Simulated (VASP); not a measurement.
# Al15VN16 (a cell with a defect) in VASP: notebook

The runs below take Al15VN16 (a cell with a defect) through single point, with PBEsol+U.

All numbers are computed with VASP 6.6.1; they aren't measurements. Logs are shortened: lines on timing, memory, paths and dates and some standing lists are left out, and cuts for length are marked.

### Step 1. The structure

The cell holds a defect, 32 atoms: a = 6.220 Å, b = 6.220 Å, c = 9.960 Å, α = 90.00°, β = 90.00°, γ = 120.00°.

### Step 2. Single point, PBEsol+U, collinear spin, ferromagnetic start

INCAR

```
PREC     = Accurate       # precision mode
ENCUT    = 450            # plane-wave cutoff, eV
EDIFF    = 1E-5           # SCF threshold, eV
ISMEAR   = 0              # smearing method
SIGMA    = 0.03           # smearing width, eV
LREAL    = Auto         
LASPH    = True           # aspherical terms in the spheres
NELM     = 120            # most SCF steps
ALGO     = Normal         # electronic algorithm
ISIF     = 2              # what is computed and relaxed
LWAVE    = False          # write WAVECAR
LCHARG   = False          # write CHGCAR
ISPIN    = 2              # spin polarisation
MAGMOM   = 2 0 0 0 0 0 0 0 0 0 0 0 0 0 0 0 0 0 0 0 0 0 0 0 0 0 0 0 0 0 0 0 # initial moments
LORBIT   = 11             # projections on sites
LMAXMIX  = 4              # l up to which the mixer works
LDAU     = True           # DFT+U
LDAUTYPE = 2            
LDAUL    = 2 -1 -1        # shell
LDAUU    = 3 0 0          # U, eV
LDAUJ    = 0 0 0        
LDAUPRINT= 1            
GGA      = PS             # functional
```

KPOINTS

```
regular mesh
0
Gamma
  3 3 2
```

POSCAR

```
Al15VN16
1.0
    6.2200008610      0.0000000000      0.0000000000
   -3.1100004305      5.3866787572      0.0000000000
    0.0000000000      0.0000000000      9.9600000000
V Al N
1 15 16
Direct
    0.3333333333      0.1666666667      0.0000000000
    0.3333333333      0.1666666667      0.5000000000
    0.3333333333      0.6666666667      0.0000000000
    0.3333333333      0.6666666667      0.5000000000
    0.8333333333      0.1666666667      0.0000000000
    0.8333333333      0.1666666667      0.5000000000
    0.8333333333      0.6666666667      0.0000000000
    0.8333333333      0.6666666667      0.5000000000
    0.1666666667      0.3333333333      0.2500000000
    0.1666666667      0.3333333333      0.7500000000
    0.1666666667      0.8333333333      0.2500000000
    0.1666666667      0.8333333333      0.7500000000
    0.6666666667      0.3333333333      0.2500000000
    0.6666666667      0.3333333333      0.7500000000
    0.6666666667      0.8333333333      0.2500000000
    0.6666666667      0.8333333333      0.7500000000
    0.3333333333      0.1666666667      0.1910000000
    0.3333333333      0.1666666667      0.6910000000
    0.3333333333      0.6666666667      0.1910000000
    0.3333333333      0.6666666667      0.6910000000
    0.8333333333      0.1666666667      0.1910000000
    0.8333333333      0.1666666667      0.6910000000
    0.8333333333      0.6666666667      0.1910000000
    0.8333333333      0.6666666667      0.6910000000
    0.1666666667      0.3333333333      0.4410000000
    0.1666666667      0.3333333333      0.9410000000
    0.1666666667      0.8333333333      0.4410000000
    0.1666666667      0.8333333333      0.9410000000
    0.6666666667      0.3333333333      0.4410000000
    0.6666666667      0.3333333333      0.9410000000
    0.6666666667      0.8333333333      0.4410000000
    0.6666666667      0.8333333333      0.9410000000
```

Potentials or basis: VASP PAW PBE potentials, release 64 (V_sv, Al, N).

On the command line:

```bash
> cat potpaw_PBE.64/V_sv/POTCAR potpaw_PBE.64/Al/POTCAR potpaw_PBE.64/N/POTCAR > POTCAR
> mpirun -np 1 vasp_std > vasp.out
```

OUTCAR:

```text
PREC = Accurate
   ENCUT = 450
   EDIFF = 1E-5
   ISMEAR = 0
   LREAL = Auto
   LASPH = True
   NELM = 120
   ISIF = 2
   ISPIN = 2
   LORBIT = 11
   GGA = PS

 ion  position               nearest neighbor table
   1  0.333  0.167  0.000-  26 1.89  30 1.89  28 1.89  17 1.90   9 3.07  10 3.07  13 3.07  14 3.07
                            11 3.07  12 3.07   5 3.11   5 3.11   7 3.11   3 3.11   3 3.11   7 3.11
   2  0.333  0.167  0.500-  25 1.89  29 1.89  27 1.89  18 1.90   9 3.07  10 3.07  13 3.07  14 3.07
                            11 3.07  12 3.07   6 3.11   6 3.11   8 3.11   4 3.11   4 3.11   8 3.11
   3  0.333  0.667  0.000-  28 1.89  32 1.89  26 1.89  19 1.90  11 3.07  12 3.07  15 3.07  16 3.07
                             9 3.07  10 3.07   7 3.11   7 3.11   1 3.11   1 3.11   5 3.11   5 3.11
   4  0.333  0.667  0.500-  27 1.89  31 1.89  25 1.89  20 1.90  11 3.07  12 3.07  15 3.07  16 3.07
                             9 3.07  10 3.07   8 3.11   8 3.11   2 3.11   2 3.11   6 3.11   6 3.11
   5  0.833  0.167  0.000-  30 1.89  26 1.89  32 1.89  21 1.90  13 3.07  14 3.07   9 3.07  10 3.07
                            15 3.07  16 3.07   1 3.11   1 3.11   7 3.11   7 3.11   3 3.11   3 3.11
   6  0.833  0.167  0.500-  29 1.89  25 1.89  31 1.89  22 1.90  13 3.07  14 3.07   9 3.07  10 3.07
                            15 3.07  16 3.07   2 3.11   2 3.11   8 3.11   8 3.11   4 3.11   4 3.11
   7  0.833  0.667  0.000-  32 1.89  28 1.89  30 1.89  23 1.90  15 3.07  16 3.07  11 3.07  12 3.07
                            13 3.07  14 3.07   3 3.11   3 3.11   5 3.11   5 3.11   1 3.11   1 3.11
   8  0.833  0.667  0.500-  31 1.89  27 1.89  29 1.89  24 1.90  15 3.07  16 3.07  11 3.07  12 3.07
                            13 3.07  14 3.07   4 3.11   4 3.11   6 3.11   6 3.11   2 3.11   2 3.11
   9  0.167  0.333  0.250-  17 1.89  21 1.89  19 1.89  25 1.90   1 3.07   2 3.07   5 3.07   6 3.07
[... 17 lines left out ...]
  19  0.333  0.667  0.191-  11 1.89  15 1.89   9 1.89   3 1.90
  20  0.333  0.667  0.691-  12 1.89  16 1.89  10 1.89   4 1.90
  21  0.833  0.167  0.191-  13 1.89   9 1.89  15 1.89   5 1.90
  22  0.833  0.167  0.691-  14 1.89  10 1.89  16 1.89   6 1.90
[... 8 lines left out ...]
  31  0.667  0.833  0.441-   8 1.89   4 1.89   6 1.89  15 1.90
  32  0.667  0.833  0.941-   7 1.89   3 1.89   5 1.89  16 1.90

  LATTYP: Found a hexagonal cell.
 ALAT       =     6.2200008610
 C/A-ratio  =     1.6012859520

  Lattice vectors:

 A1 = (   6.2200008610,   0.0000000000,   0.0000000000)
 A2 = (  -3.1100004305,   5.3866787572,   0.0000000000)
 A3 = (   0.0000000000,   0.0000000000,   9.9600000000)

Analysis of symmetry for initial positions (statically):
=====================================================================
 Subroutine PRICEL returns:
 Original cell was already a primitive cell.

 Routine SETGRP: Setting up the symmetry group for a
 hexagonal supercell.

 Subroutine GETGRP returns: Found  6 space group operations
 (whereof  2 operations were pure point group operations)
 out of a pool of 24 trial point group operations.

The static configuration has the point symmetry C_1h.
 The point group associated with its full space group is C_3v.

Analysis of symmetry for dynamics (positions and initial velocities):
=====================================================================
 Subroutine PRICEL returns:
 Original cell was already a primitive cell.

 Routine SETGRP: Setting up the symmetry group for a
 hexagonal supercell.

 Subroutine GETGRP returns: Found  6 space group operations
 (whereof  2 operations were pure point group operations)
 out of a pool of 24 trial point group operations.

The dynamic configuration has the point symmetry C_1h.
 The point group associated with its full space group is C_3v.

Analysis of structural, dynamic, and magnetic symmetry:
=====================================================================
 Subroutine PRICEL returns:
 Original cell was already a primitive cell.

 Routine SETGRP: Setting up the symmetry group for a
 hexagonal supercell.

[... 41 lines left out ...]
  ---------------------------------------------------
  free energy    TOTEN  =      -251.04906657 eV

  energy without entropy =     -251.04906657  energy(sigma->0) =     -251.04906657

 E-fermi :   8.5203     XC(G=0): -11.1922

 val. band max:        8.2726841342   @ k =   0.3333   0.0000   0.5000
 cond. band min:      10.0848710368   @ k =   0.0000   0.0000   0.5000
 fundamental gap:      1.8121869025
 Fermi energy:         8.5202566232

 spin component 1

 k-point     1 :       0.0000    0.0000    0.0000
  band No.  band energies     occupation
      1     -55.9967      1.00000
      2     -30.1010      1.00000
      3     -30.1010      1.00000
      4     -30.0374      1.00000
      5      -9.0072      1.00000
      6      -8.1415      1.00000
[... 493 lines left out ...]
     80      12.7775      0.00000
     81      12.8392      0.00000
 Fermi energy:         8.5202566232

 spin component 2

 k-point     1 :       0.0000    0.0000    0.0000
  band No.  band energies     occupation
      1     -54.2316      1.00000
      2     -28.4084      1.00000
      3     -28.4084      1.00000
      4     -28.2341      1.00000
      5      -8.9979      1.00000
      6      -8.1345      1.00000
[... 493 lines left out ...]
     80      12.8912      0.00000
     81      13.1242      0.00000
 [bands above 81 left out]

------------------------ aborting loop because EDIFF is reached ----------------------------------------

  FORCE on cell =-STRESS in cart. coord.  units (eV):
  Direction    XX          YY          ZZ          XY          YZ          ZX
  --------------------------------------------------------------------------------------
  -------------------------------------------------------------------------------------
  Total        6.4313304      6.4313304      4.5029588     -0.0000000      0.0000000      0.0000000
  in kB       30.8773871     30.8773871     21.6191043     -0.0000000      0.0000000      0.0000000
  external PRESSURE =      27.7912928 kB  Pullay stress =       0.0000000 kB

 VOLUME and BASIS-vectors are now :
 -----------------------------------------------------------------------------
  energy-cutoff  :      450.00
  volume of cell :      333.71
      direct lattice vectors                 reciprocal lattice vectors
     6.220000861  0.000000000  0.000000000     0.160771682  0.092821574  0.000000000
    -3.110000430  5.386678757  0.000000000     0.000000000  0.185643148  0.000000000
     0.000000000  0.000000000  9.960000000     0.000000000  0.000000000  0.100401606

 POSITION                                       TOTAL-FORCE (eV/Angst)
 -----------------------------------------------------------------------------------
      1.55500      0.89778      0.00000        -0.000000      0.000000     -0.316819
      1.55500      0.89778      4.98000        -0.000000      0.000000     -0.091321
     -0.00000      3.59112      0.00000        -0.048867     -0.028213      0.051776
     -0.00000      3.59112      4.98000         0.000315      0.000182     -0.017110
      4.66500      0.89778      0.00000        -0.000000      0.056426      0.051776
      4.66500      0.89778      4.98000        -0.000000     -0.000364     -0.017110
[... 24 lines left out ...]
      1.55500      4.48890      4.39236        -0.000000      0.000000      0.010184
      1.55500      4.48890      9.37236        -0.000000      0.000000     -0.013755
 -----------------------------------------------------------------------------------
    total drift:                               -0.000002      0.000003      0.028298

  FREE ENERGIE OF THE ION-ELECTRON SYSTEM (eV)
  ---------------------------------------------------
  free  energy   TOTEN  =      -251.0490665731 eV

  energy  without entropy=     -251.0490665731  energy(sigma->0) =     -251.04906657

 total charge

# of ion       s       p       d       tot
------------------------------------------
    1        2.331   6.307   3.247  11.885
    2        0.369   0.443   0.000   0.812
    3        0.370   0.444   0.000   0.814
    4        0.369   0.443   0.000   0.813
    5        0.370   0.444   0.000   0.814
    6        0.369   0.443   0.000   0.813
[... 24 lines left out ...]
   31        1.223   2.614   0.000   3.837
   32        1.223   2.614   0.000   3.837
--------------------------------------------------
tot         27.484  54.751   3.247  85.482

 magnetization (x)

# of ion       s       p       d       tot
------------------------------------------
    1        0.016   0.010   1.784   1.810
    2        0.000   0.000   0.000   0.000
    3        0.004   0.005   0.000   0.009
    4        0.000   0.000   0.000   0.000
    5        0.004   0.005   0.000   0.009
    6        0.000   0.000   0.000   0.000
[... 24 lines left out ...]
   31        0.000   0.000   0.000   0.000
   32        0.000   0.000   0.000   0.001
--------------------------------------------------
tot          0.029   0.012   1.784   1.825
```

Wall time 8.9 min (1 thread of Intel Xeon Platinum 8559C (Emerald Rapids), shared host); peak memory 0.61 GiB.

Results:

```
Free energy                                           : -251.0491 eV
Largest force                                         : 2.057 eV/Å
Band gap on the k mesh                                : 1.81 eV, indirect (least direct gap 1.93 eV)
Net moment                                            : 2.00 μB per cell
Site moments                                          : V +1.81; Al +0.00, +0.01; N -0.01, -0.00, +0.00 μB
Valence electrons inside the program's atomic spheres : V 11.88; Al 0.81; N 3.84
```

Forces on the atoms (eV/Å):
```
V    0.000  0.000 -0.317
Al   0.000  0.000 -0.091
Al  -0.049 -0.028  0.052
Al   0.000  0.000 -0.017
Al   0.000  0.056  0.052
Al   0.000  0.000 -0.017
Al   0.049 -0.028  0.052
Al   0.000  0.000 -0.017
Al   0.010 -0.006  0.012
Al  -0.070  0.041 -0.032
Al   0.000  0.012  0.012
Al   0.000 -0.081 -0.032
Al  -0.010 -0.006  0.012
Al   0.070  0.041 -0.032
Al   0.000  0.000  0.023
Al   0.000  0.000 -0.014
N    0.000  0.000  2.039
N    0.000  0.000  0.096
N    0.003  0.002 -0.012
N    0.021  0.012  0.002
N    0.000 -0.004 -0.012
N    0.000 -0.024  0.002
N   -0.003  0.002 -0.012
N   -0.021  0.012  0.002
N   -0.014  0.008  0.043
N   -1.698  0.980 -0.625
N    0.000 -0.016  0.043
N    0.000 -1.960 -0.625
N    0.014  0.008  0.043
N    1.698  0.980 -0.625
N    0.000  0.000  0.010
N    0.000  0.000 -0.014
```

Eigenvalues of the final occupation matrices:
```
    site  spin  trace               eigenvalues
site 1 d     1   2.54  0.25 0.25 0.25 0.89 0.89
site 1 d     2   0.75  0.06 0.06 0.21 0.21 0.21
```

Caveat: the cutoff is under 1.25 times the usual one of these potentials, so pressure, stress and relaxed cells hold a basis-set (Pulay) error; the PAW data sets were made with another functional, which shifts forces and pressure a little. The state reached can hang on the start; a lower one may exist.

[end of part 1 of 2]
